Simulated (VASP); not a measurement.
Output of a VASP run:

**OUTCAR**
```
 ion  position               nearest neighbor table
   1  0.000  0.000  0.000-   2 2.97   2 2.97   2 2.97   2 2.97   2 2.97   2 2.97
   2  0.500  0.500  0.500-   1 2.97   1 2.97   1 2.97   1 2.97   1 2.97   1 2.97
  LATTYP: Found a face centered cubic cell.
 ALAT       =     5.9443013478
 Subroutine PRICEL returns:
 Original cell was already a primitive cell.
 Subroutine GETGRP returns: Found 48 space group operations
The static configuration has the point symmetry O_h .
The dynamic configuration has the point symmetry O_h .
 Subroutine INISYM returns: Found 48 space group operations
 Subroutine IBZKPT returns following result:
 Found     16 irreducible k-points:

 Following reciprocal coordinates:
            Coordinates               Weight
  0.000000  0.000000  0.000000      1.000000
  0.166667  0.000000  0.000000      8.000000
  0.333333  0.000000  0.000000      8.000000
  0.500000  0.000000  0.000000      4.000000
  0.166667  0.166667  0.000000      6.000000
  0.333333  0.166667  0.000000     24.000000
  0.500000  0.166667  0.000000     24.000000
 -0.333333  0.166667  0.000000     24.000000
 -0.166667  0.166667  0.000000     12.000000
  0.333333  0.333333  0.000000      6.000000
  0.500000  0.333333  0.000000     24.000000
 -0.333333  0.333333  0.000000     12.000000
  0.500000  0.500000  0.000000      3.000000
  0.500000  0.333333  0.166667     24.000000
 -0.333333  0.333333  0.166667     24.000000
 -0.333333  0.500000  0.166667     12.000000
 Subroutine IBZKPT_HF returns following result:
   k-points           NKPTS =     16   k-points in BZ     NKDIM =    216   number of bands    NBANDS=     14
   number of dos      NEDOS =    301   number of ions     NIONS =      2
   total plane-waves  NPLWV =  32768
   dimension x,y,z NGX =    32 NGY =   32 NGZ =   32
   dimension x,y,z NGXF=    64 NGYF=   64 NGZF=   64
   ions per type =               1   1
   PREC   = accura    normal or accurate (medium, high low for compatibility)
   ISTART =      1    job   : 0-new  1-cont  2-samecut
   ICHARG =      0    charge: 1-file 2-atom 10-const
   ISPIN  =      1    spin polarized calculation?
   LNONCOLLINEAR =      F non collinear calculations
   LSORBIT =      F    spin-orbit coupling
   INIWAV =      1    electr: 0-lowe 1-rand  2-diag
   ENCUT  =  520.0 eV  38.22 Ry    6.18 a.u.   7.82  7.82  7.82*2*pi/ulx,y,z
   NELM   =     60;   NELMIN=  2; NELMDL=  0     # of ELM steps
   EDIFF  = 0.1E-05   stopping-criterion for ELM
   LREAL  =      F    real-space projection
   NLSPLINE    = F    spline interpolate recip. space projectors
   LMAXMIX     =    4 max onsite mixed and CHGCAR
   VOSKOWN=      0    Vosko Wilk Nusair interpolation
   EDIFFG = 0.1E-04   stopping-criterion for IOM
   NSW    =      0    number of steps for IOM
   NBLOCK =      1;   KBLOCK =      1    inner block; outer block
   IBRION =     -1    ionic relax: 0-MD 1-quasi-New 2-CG
   NFREE  =      0    steps in history (QN), initial steepest desc. (CG)
   ISIF   =      2    stress and relaxation
   ISYM   =      3    0-nonsym 1-usesym 2-fastsym
   TEIN   =    0.0    initial temperature
   TEBEG  =    0.0;   TEEND  =   0.0 temperature during run
   SMASS  =  -3.00    Nose mass-parameter (am)
   PSTRESS=    0.0 pullay stress
   NELECT =      20.0000    total number of electrons
   EFERMI =   0.00;   METHOD = LEGACY
   ISMEAR =     0;   SIGMA  =   0.05  broadening in eV -4-tet -1-fermi 0-gaus
   IALGO  =     38    algorithm
   LDIAG  =      T    sub-space diagonalisation (order eigenvalues)
   IMIX   =      1    mixing-type and parameters
     AMIX     =   0.40;   BMIX     =  1.00
     AMIX_MAG =   1.60;   BMIX_MAG =  1.00
     AMIN     =   0.10
   GGA     = PE    functional components
   VOSKOWN =     0    Vosko Wilk Nusair interpolation
   LHFCALC =     T    Hartree Fock is set to
   NKREDX  =     1    reduce k-point grid by
   AEXX    =    0.2500 exact exchange contribution
   HFSCREEN=    0.2000 screening length (either q_TF or 0.3 A-1)
   HFRCUT  =    0.0000 spherical cutoff for potential kernel
...
```

### OSZICAR
```
       N       E                     dE             d eps       ncg     rms          rms(c)
DAV:   1    -0.104357794427E+02   -0.10436E+02   -0.42440E-01   526   0.856E+00    0.932E-01
DAV:   2    -0.104400602918E+02   -0.42808E-02   -0.27765E-02   484   0.119E+00    0.542E-01
DAV:   3    -0.104391104094E+02    0.94988E-03   -0.24218E-03   632   0.605E-01    0.329E-01
DAV:   4    -0.104389455017E+02    0.16491E-03   -0.46414E-04   550   0.259E-01    0.189E-01
DAV:   5    -0.104389000349E+02    0.45467E-04   -0.57090E-05   540   0.110E-01    0.100E-01
DAV:   6    -0.104388812971E+02    0.18738E-04   -0.13273E-05   478   0.499E-02    0.486E-02
DAV:   7    -0.104388761152E+02    0.51818E-05   -0.53956E-06   478   0.240E-02    0.225E-02
DAV:   8    -0.104388748570E+02    0.12582E-05   -0.13536E-06   336   0.121E-02    0.119E-02
DAV:   9    -0.104388746072E+02    0.24979E-06   -0.63943E-07   260   0.813E-03
   1 F= -.10438875E+02 E0= -.10438875E+02  d E =-.641392E-13
```

**OUTCAR**
```
------------------------ aborting loop because EDIFF is reached ----------------------------------------
  FORCE on cell =-STRESS in cart. coord.  units (eV):
  Direction    XX          YY          ZZ          XY          YZ          ZX
  --------------------------------------------------------------------------------------
  Total        0.1948489      0.1948489      0.1948489      0.0000000      0.0000000     -0.0000000
  in kB        5.9451947      5.9451947      5.9451947      0.0000000      0.0000000     -0.0000000
  external PRESSURE =       5.9451947 kB  Pullay stress =       0.0000000 kB
  volume of cell :       52.51
      direct lattice vectors                 reciprocal lattice vectors
     0.000000000  2.972150674  2.972150674    -0.168228349  0.168228349  0.168228349
     2.972150674  0.000000000  2.972150674     0.168228349 -0.168228349  0.168228349
     2.972150674  2.972150674  0.000000000     0.168228349  0.168228349 -0.168228349
  FREE ENERGIE OF THE ION-ELECTRON SYSTEM (eV)
  ---------------------------------------------------
  free  energy   TOTEN  =       -10.4388746072 eV

  energy  without entropy=      -10.4388746072  energy(sigma->0) =      -10.43887461

  exchange ACFDT corr.  =         0.00000000  see jH, gK, PRB 81, 115126
```
(Selected blocks of OUTCAR.)

File POSCAR:
```
PbS
1
    0.0000000000     2.9721506739     2.9721506739
    2.9721506739     0.0000000000     2.9721506739
    2.9721506739     2.9721506739     0.0000000000
Pb S
1 1
Direct
  0.0000000000   0.0000000000   0.0000000000
  0.5000000000   0.5000000000   0.5000000000
```

Problem. Write an INCAR and KPOINTS that could have produced this output.

Solution. Several could match; the one computed here: the input of the run itself, HSE06 screened hybrid, plane waves, VASP's PBE PAW potentials (set 64).

INCAR:
```
AEXX = 0.25
ALGO = Normal
EDIFF = 1E-6
ENCUT = 520
GGA = PE
HFSCREEN = 0.2
ISIF = 2
ISMEAR = 0
ISYM = 3
LASPH = T
LCHARG = F
LHFCALC = T
LMAXMIX = 4
LREAL = F
LWAVE = F
NELM = 60
PREC = Accurate
PRECFOCK = Fast
SIGMA = 0.05
SYSTEM = PbS
```

### KPOINTS
```
Automatic mesh
0
Gamma
6 6 6
0 0 0
```

POTCAR, in this order: Pb_d S (PBE.64 set). Program: vasp_std. Read from the step before: WAVECAR.

The compound is PbS in the rock salt structure. This cell is one point of a volume scan, at 0.97 of the reference volume. The cell's shape comes from a PBE relaxation.
